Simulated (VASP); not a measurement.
Runs of VASP 6.6.1 on Zr2C. All rows change the cell; the cell of one of them follows. Symmetry: P6/mmm, No. 191, hexagonal system. Conventional cell: a = 4.499 Å, b = 4.499 Å, c = 2.767 Å, α = 90.00°, β = 90.00°, γ = 120.00°. Zr (site symmetry -6m2) is surrounded by 5 Zr at 2.60 to 2.77 Å and 6 C at 2.94 Å. C (site symmetry 6/mmm) is surrounded by 2 C at 2.77 Å and 12 Zr at 2.94 Å. The cell was built by a generator and needn't be a form met in nature.

| task | cell | k mesh | cutoff (eV) | mesh quality | gap on the mesh (eV) | pressure (GPa) | relaxed volume (Å³/atom) |
| --- | --- | --- | --- | --- | --- | --- | --- |
| relaxation of cell and atoms | relaxed from: random cell by space group and Wyckoff sites (P6/mmm, No. 191) | 6 × 6 × 6 | 600 | coarse | none | 0.0 | 16.48 |
| single point | random cell by space group and Wyckoff sites (P6/mmm, No. 191) | 12 × 12 × 16 | 520 | not flagged | none | 0.2 | - |
| single point | random cell by space group and Wyckoff sites (P6/mmm, No. 191) | 6 × 6 × 4 | 520 | coarse | none | 17.7 | - |
| single point | random cell by space group and Wyckoff sites (P6/mmm, No. 191) | 6 × 6 × 6 | 520 | coarse | none | 0.2 | - |
| relaxation of cell and atoms | relaxed from: random cell by space group and Wyckoff sites (P6/mmm, No. 191) | 12 × 12 × 16 | 600 | not flagged | none | -0.1 | (a) |

Alike in all rows: level PBE; potentials or basis VASP PAW PBE potentials, release 64 (Zr_sv, C); no spin polarisation; smearing gaussian 0.1 eV.

Problem. Fill in the values left out.

Solution. (a) 16.46.

Caveats: some runs use coarse meshes; so large a pressure means that the cell lies far from this level's equilibrium, or that cutoff or potentials fall short (some runs).

A k mesh can miss the band edges, and the runs leave out spin-orbit coupling on Zr.

A gap of «none» marks a metal or a gap under the smearing width.
